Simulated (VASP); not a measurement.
# BeZn2Te3 (P1) in VASP: relaxation of cell and atoms with PBE

Aim: the relaxation of cell and atoms of BeZn2Te3 with PBE.

All numbers are computed with VASP 6.6.1; they aren't measurements. Logs are shortened: lines on timing, memory, paths and dates and some standing lists are left out, and cuts for length are marked.

### 1 The structure

The typed cell holds 12 atoms: a = 9.454 Å, b = 9.166 Å, c = 18.611 Å, α = 153.08°, β = 153.48°, γ = 38.31°.

The cell was built by a generator and needn't be a form met in nature.

### 2 Relaxation of cell and atoms, PBE

INCAR

```
SYSTEM = BeZn2Te3
PREC = Normal
ENCUT = 520
EDIFF = 1E-5
ISMEAR = 0
SIGMA = 0.05
LREAL = Auto
LASPH = .True.
NELM = 80
ALGO = Fast
ISIF = 3
LWAVE = .False.
LCHARG = .False.
GGA = PE
IBRION = 2
NSW = 110
EDIFFG = -0.03
ISYM = 0
KPAR = 4
```

KPOINTS

```
regular mesh
0
Gamma
  4 4 4
  0 0 0
```

POSCAR

```
BeZn2Te3
1.0
   -2.3242931800      2.3172526800      8.8660733200
    1.9968164300     -2.0072752900      8.7173863200
    4.6093906700      3.9753548800    -17.5875413900
Be Zn Te
2 4 6
Direct
    0.0257580100      0.0418953900      0.0345885800
    0.9941133800      0.9693390200      0.4874711600
    0.6927934100      0.6614848100      0.0136269100
    0.6312301300      0.6491898600      0.4834823600
    0.2836103000      0.3040619300      0.9638728500
    0.3595316200      0.3623012800      0.5278116400
    0.2726834700      0.7073268600      0.2472239200
    0.2853972700      0.7467524800      0.7592240000
    0.6102242800      0.0777038000      0.2650468400
    0.6084182800      0.0742093200      0.7705018900
    0.9246900600      0.4166751500      0.2400790400
    0.9293591700      0.4459616000      0.7597530500
```

Potentials or basis: VASP PAW PBE potentials, release 64 (Be, Zn, Te).

Run with:

```
> cat potpaw_PBE.64/Be/POTCAR potpaw_PBE.64/Zn/POTCAR potpaw_PBE.64/Te/POTCAR > POTCAR
> mpirun -np 4 vasp_std > vasp.out
```

OUTCAR:

```text
SYSTEM = BeZn2Te3
   PREC = Normal
   ENCUT = 520
   EDIFF = 1E-5
   ISMEAR = 0
   LREAL = Auto
   LASPH = .True.
   NELM = 80
   ISIF = 3
   GGA = PE
   IBRION = 2
   NSW = 110
   EDIFFG = -0.03
   ISYM = 0

 ion  position               nearest neighbor table
   1  0.026  0.042  0.035-  11 2.30  10 2.42  12 2.55   9 2.64
   2  0.994  0.969  0.487-  11 2.35   9 2.47  12 2.65  10 2.72
   3  0.693  0.661  0.014-   7 2.62  10 2.63   9 2.66   8 2.67
   4  0.631  0.649  0.483-   7 2.40   9 2.49  10 2.72   8 3.01
   5  0.284  0.304  0.964-   8 2.43  12 2.56   7 2.66  11 2.97
   6  0.360  0.362  0.528-   8 2.43  12 2.68  11 2.82   7 2.85
   7  0.273  0.707  0.247-   4 2.40   3 2.62   5 2.66   6 2.85
   8  0.285  0.747  0.759-   5 2.43   6 2.43   3 2.67   4 3.01
   9  0.610  0.078  0.265-   2 2.47   4 2.49   1 2.64   3 2.66
  10  0.608  0.074  0.771-   1 2.42   3 2.63   2 2.72   4 2.72
  11  0.925  0.417  0.240-   1 2.30   2 2.35   6 2.82   5 2.97
  12  0.929  0.446  0.760-   1 2.55   5 2.56   2 2.65   6 2.68

IMPORTANT INFORMATION: All symmetrisations will be switched off!
NOSYMM: (Re-)initialisation of all symmetry stuff for point group C_1.

----------------------------------------------------------------------------------------

                                     Primitive cell

  volume of cell :     325.3954

  direct lattice vectors                    reciprocal lattice vectors
    -2.324293180  2.317252680  8.866073320     0.001992446  0.231413596  0.052829165
     1.996816430 -2.007275290  8.717386320     0.233563701  0.000035055  0.061220934
     4.609390670  3.975354880-17.587541390     0.116771875  0.116675518  0.000117912

  length of vectors
     9.454060233  9.165656234 18.611059640     0.237375532  0.241453943  0.165072291

  position of ions in fractional coordinates (direct lattice)
     0.025758010  0.041895390  0.034588580
     0.994113380  0.969339020  0.487471160
     0.692793410  0.661484810  0.013626910
     0.631230130  0.649189860  0.483482360
     0.283610300  0.304061930  0.963872850
     0.359531620  0.362301280  0.527811640
     0.272683470  0.707326860  0.247223920
     0.285397270  0.746752480  0.759224000
     0.610224280  0.077703800  0.265046840
     0.608418280  0.074209320  0.770501890
     0.924690060  0.416675150  0.240079040
     0.929359170  0.445961600  0.759753050

  ion indices of the primitive-cell ions
   primitive index   ion index
                 1           1
                 2           2
                 3           3
                 4           4
                 5           5
                 6           6
                 7           7
                 8           8
                 9           9
                10          10
                11          11
                12          12

----------------------------------------------------------------------------------------

 KPOINTS: regular mesh

Automatic generation of k-mesh.
 Grid dimensions read from file:
 generate k-points for:    4    4    4

 Generating k-lattice:

  Cartesian coordinates                     Fractional coordinates (reciprocal lattice)
     0.000498112  0.057853399  0.013207291     0.250000000  0.000000000 -0.000000000
     0.058390925  0.000008764  0.015305233     0.000000000  0.250000000 -0.000000000
     0.029192969  0.029168880  0.000029478    -0.000000000  0.000000000  0.250000000

  Length of vectors
     0.059343883  0.060363486  0.041268073

  Shift w.r.t. Gamma in fractional coordinates (k-lattice)
     0.000000000  0.000000000  0.000000000

 Subroutine IBZKPT returns following result:
 ===========================================

 Found     36 irreducible k-points:

 Following reciprocal coordinates:
            Coordinates               Weight
  0.000000  0.000000  0.000000      1.000000
  0.250000  0.000000  0.000000      2.000000
  0.500000  0.000000  0.000000      1.000000
  0.000000  0.250000  0.000000      2.000000
  0.250000  0.250000  0.000000      2.000000
  0.500000  0.250000  0.000000      2.000000
[... 16 lines left out ...]
  0.000000 -0.250000  0.250000      2.000000
  0.250000 -0.250000  0.250000      2.000000
 [... further k-points ...]
   k-points           NKPTS =     36   k-points in BZ     NKDIM =     36   number of bands    NBANDS=     52
   number of dos      NEDOS =    301   number of ions     NIONS =     12
   total plane-waves  NPLWV = 314928
   dimension x,y,z NGX =    54 NGY =   54 NGZ =  108
   dimension x,y,z NGXF=   108 NGYF=  108 NGZF=  216
   ions per type =               2   4   6
   NGX,Y,Z   is equivalent  to a cutoff of   9.50,  9.79,  9.65 a.u.
   NGXF,Y,Z  is equivalent  to a cutoff of  18.99, 19.59, 19.29 a.u.
 SYSTEM =  BeZn2Te3
   PREC   = normal    normal or accurate (medium, high low for compatibility)
   ISTART =      0    job   : 0-new  1-cont  2-samecut
   ICHARG =      2    charge: 1-file 2-atom 10-const
   ISPIN  =      1    spin polarized calculation?
   LNONCOLLINEAR =      F non collinear calculations
   LSORBIT =      F    spin-orbit coupling
   LASPH  =      T    aspherical Exc in radial PAW
   ENCUT  =  520.0 eV  38.22 Ry    6.18 a.u.  17.58 17.04 34.60*2*pi/ulx,y,z
   NELM   =     80;   NELMIN=  2; NELMDL= -5     # of ELM steps
   EDIFF  = 0.1E-04   stopping-criterion for ELM
   LREAL  =      T    real-space projection
   EDIFFG = -.3E-01   stopping-criterion for IOM
   NSW    =    110    number of steps for IOM
   IBRION =      2    ionic relax: 0-MD 1-quasi-New 2-CG
   NFREE  =      1    steps in history (QN), initial steepest desc. (CG)
   ISIF   =      3    stress and relaxation
   ISYM   =      0    0-nonsym 1-usesym 2-fastsym
   POTIM  = 0.5000    time-step for ionic-motion
   TEBEG  =    0.0;   TEEND  =   0.0 temperature during run
   PSTRESS=    0.0 pullay stress
   NELECT =      88.0000    total number of electrons
   NUPDOWN=      -1.0000    fix difference up-down
   EMIN   =  10.00;   EMAX   =-10.00  energy-range for DOS
   EFERMI =   0.00;   METHOD = LEGACY
   ISMEAR =     0;   SIGMA  =   0.05  broadening in eV -4-tet -1-fermi 0-gaus
   EFERMI_NEDOS =   21; number of points for ismear=-14 and -15
   IALGO  =     68    algorithm
   IMIX   =      4    mixing-type and parameters
     AMIX     =   0.40;   BMIX     =  1.00
     AMIX_MAG =   1.60;   BMIX_MAG =  1.00
  volume/ion in A,a.u.               =      27.12       182.99
  Fermi-wavevector in a.u.,A,eV,Ry     =   1.058681  2.000618 15.249492  1.120806
  Thomas-Fermi vector in A             =   2.193999
   LORBIT       =      0    0 simple, 1 ext, 2 COOP (PROOUT), +10 PAW based schemes
   GGA     = PE    functional components
   LHFCALC =     F    Hartree Fock is set to
   AEXX    =    0.0000 exact exchange contribution
   IVDW    =     0    specifies the selected vdW correction
   LEPSILON=     F    determine dielectric tensor
   LRPA    =     F    only Hartree local field effects (RPA)
 conjugate gradient relaxation of ions
 non-spin polarized calculation
 RMM-DIIS sequential band-by-band and
 Gauss-broadening in eV      SIGMA  =   0.05
  energy-cutoff  :      520.00
  volume of cell :      325.40
 maximum number of plane-waves:      8788
   NGX = 35   NGY = 35   NGZ = 69

--------------------------------------- Ionic step        1  -------------------------------------------

 number of electron      87.9999973 magnetization

 Free energy of the ion-electron system (eV)
  ---------------------------------------------------
  ext. energy  EPLUGINS =         0.00000000
  ---------------------------------------------------
  free energy    TOTEN  =       -34.44418547 eV

  energy without entropy =      -34.44418547  energy(sigma->0) =      -34.44418547

------------------------ aborting loop because EDIFF is reached ----------------------------------------

  FORCE on cell =-STRESS in cart. coord.  units (eV):
  Direction    XX          YY          ZZ          XY          YZ          ZX
  --------------------------------------------------------------------------------------
  -------------------------------------------------------------------------------------
  Total        5.2368523      0.6942587      6.1252625     -0.5953205     -4.6064039      2.3946794
  in kB       25.7851363      3.4183807     30.1594778     -2.9312303    -22.6809440     11.7908872
  external PRESSURE =      19.7876649 kB  Pullay stress =       0.0000000 kB
[... 119 lines left out ...]
  FREE ENERGIE OF THE ION-ELECTRON SYSTEM (eV)
  ---------------------------------------------------
  free  energy   TOTEN  =       -35.3208176665 eV

  energy  without entropy=      -35.3208176665  energy(sigma->0) =      -35.32081767

[... ionic steps 4 to 24 ...]

--------------------------------------- Ionic step       25  -------------------------------------------

 number of electron      87.9999984 magnetization

------------------------ aborting loop because EDIFF is reached ----------------------------------------

  FORCE on cell =-STRESS in cart. coord.  units (eV):
  Direction    XX          YY          ZZ          XY          YZ          ZX
  --------------------------------------------------------------------------------------
  -------------------------------------------------------------------------------------
  Total        0.1644588     -0.0034173      0.0675932      0.0062570     -0.0048909      0.2370156
  in kB        0.8070608     -0.0167698      0.3317053      0.0307053     -0.0240015      1.1631246
  external PRESSURE =       0.3739988 kB  Pullay stress =       0.0000000 kB
[... 77 lines left out ...]
  energy  without entropy=      -35.7581996650  energy(sigma->0) =      -35.75819967

--------------------------------------- Ionic step       27  -------------------------------------------

 number of electron      87.9999986 magnetization

 Free energy of the ion-electron system (eV)
  ---------------------------------------------------
  ext. energy  EPLUGINS =         0.00000000
  ---------------------------------------------------
  free energy    TOTEN  =       -35.75851329 eV

  energy without entropy =      -35.75851329  energy(sigma->0) =      -35.75851329

 E-fermi :   3.7506     XC(G=0):  -8.8519

 val. band max:        3.4878552751   @ k =   0.0000   0.0000   0.0000
 cond. band min:       5.1506572993   @ k =   0.0000   0.0000   0.0000
 fundamental gap:      1.6628020242
 Fermi energy:         3.7505871767

 k-point     1 :       0.0000    0.0000    0.0000
  band No.  band energies     occupation
      1      -8.3124      2.00000
      2      -7.5075      2.00000
      3      -7.2903      2.00000
      4      -7.0287      2.00000
      5      -7.0168      2.00000
      6      -7.0139      2.00000
[... 1309 lines left out ...]
     51       7.2634      0.00000
     52       7.9179      0.00000

 [... further k-points ...]

------------------------ aborting loop because EDIFF is reached ----------------------------------------

  FORCE on cell =-STRESS in cart. coord.  units (eV):
  Direction    XX          YY          ZZ          XY          YZ          ZX
  --------------------------------------------------------------------------------------
  -------------------------------------------------------------------------------------
  Total        0.0920580      0.0026239      0.0325766      0.0052761      0.0026974      0.1245100
  in kB        0.4514527      0.0128675      0.1597558      0.0258740      0.0132283      0.6105974
  external PRESSURE =       0.2080253 kB  Pullay stress =       0.0000000 kB
[... 27 lines left out ...]
  FREE ENERGIE OF THE ION-ELECTRON SYSTEM (eV)
  ---------------------------------------------------
  free  energy   TOTEN  =       -35.7585132855 eV

  energy  without entropy=      -35.7585132855  energy(sigma->0) =      -35.75851329

 reached required accuracy - stopping structural energy minimisation
```

Wall time 63 min (4 MPI ranks of AMD EPYC 9R45 (Zen 5), shared host); peak memory 0.98 GiB.

What came out:

| Property | Result |
| --- | --- |
| Free energy | -35.7585 eV |
| Relaxed volume | 27.23 Å³/atom |
| Relaxed cell | a = 9.566 Å, b = 9.565 Å, c = 19.139 Å, α = 154.40°, β = 154.39°, γ = 36.53° |
| Space group after relaxing (to 0.05 Å) | I-4m2 (No. 119) |
| Energy gained by relaxing | 109.5 meV/atom |
| Ionic steps | 27 |
| Pressure after relaxing | 0.0 GPa |
| Largest force after relaxing | 0.029 eV/Å |
| Band gap on the k mesh | 1.66 eV, direct |

Forces on the atoms (eV/Å):
```
Be   0.002 -0.003  0.006
Be  -0.002 -0.010  0.003
Zn   0.003 -0.010 -0.011
Zn   0.012  0.008  0.023
Zn   0.024  0.016  0.006
Zn   0.007  0.007 -0.006
Te   0.001 -0.004  0.010
Te  -0.002 -0.012 -0.018
Te  -0.019 -0.009 -0.004
Te  -0.007 -0.009 -0.005
Te  -0.006  0.005 -0.013
Te  -0.011  0.021  0.008
```

Stress tensor (GPa, compression positive):
```
0.05 0.00 0.06
0.00 0.00 0.00
0.06 0.00 0.02
```

Step by step:
```
step  energy change (eV)  largest force (eV/Å)  pressure (GPa)  volume (Å³)
   1              0.0000                2.1515            1.98       325.40
   2             -0.8560                0.7460           -1.72       341.23
   3             -0.8766                0.6892           -2.09       344.14
   4             -1.1525                0.5146           -0.33       328.99
   5             -1.1811                0.4746            0.55       322.54
   6             -1.2462                0.2922            0.27       324.11
   7             -1.2552                0.2889            0.24       324.94
   8             -1.2754                0.2033           -0.28       327.63
   9             -1.2790                0.1921           -0.36       329.14
  10             -1.2944                0.1473           -0.02       326.48
  11             -1.2969                0.1361            0.12       325.45
  12             -1.2961                0.1610            0.29       323.40
  13             -1.2975                0.1340            0.32       324.53
  14             -1.3053                0.1122            0.15       325.33
  15             -1.3079                0.1390            0.05       326.08
  16             -1.3119                0.0719           -0.09       326.72
  17             -1.3124                0.0443           -0.04       326.98
  18             -1.3123                0.0442           -0.20       327.10
  19             -1.3125                0.0657            0.02       325.15
  20             -1.3131                0.0488           -0.02       326.25
  21             -1.3131                0.0535           -0.01       325.88
  22             -1.3139                0.0351            0.00       325.63
  23             -1.3139                0.0352            0.14       325.56
  24             -1.3141                0.0375            0.11       326.09
  25             -1.3139                0.0463            0.04       326.48
  26             -1.3140                0.0449            0.05       326.32
  27             -1.3143                0.0292            0.02       326.71
```

Final structure:
```
CELL_PARAMETERS angstrom
-2.12793 2.12076 9.08236
2.11231 -2.11967 9.08524
4.25502 4.24140 -18.17192
ATOMIC_POSITIONS crystal
Be 0.01024 0.99700 0.00496
Be 0.01077 0.99756 0.50547
Zn 0.67506 0.66008 0.00610
Zn 0.67305 0.65842 0.50522
Zn 0.34440 0.33198 0.00175
Zn 0.34438 0.33296 0.50212
Te 0.26238 0.74542 0.25516
Te 0.26089 0.74535 0.75435
Te 0.58429 0.07021 0.25483
Te 0.58455 0.07157 0.75556
Te 0.93417 0.42317 0.25363
Te 0.93363 0.42317 0.75353
```

Caveat: spin-orbit coupling is left out, which moves the levels of the heavy elements. As with any semilocal functional, this PBE gap is likely too small.
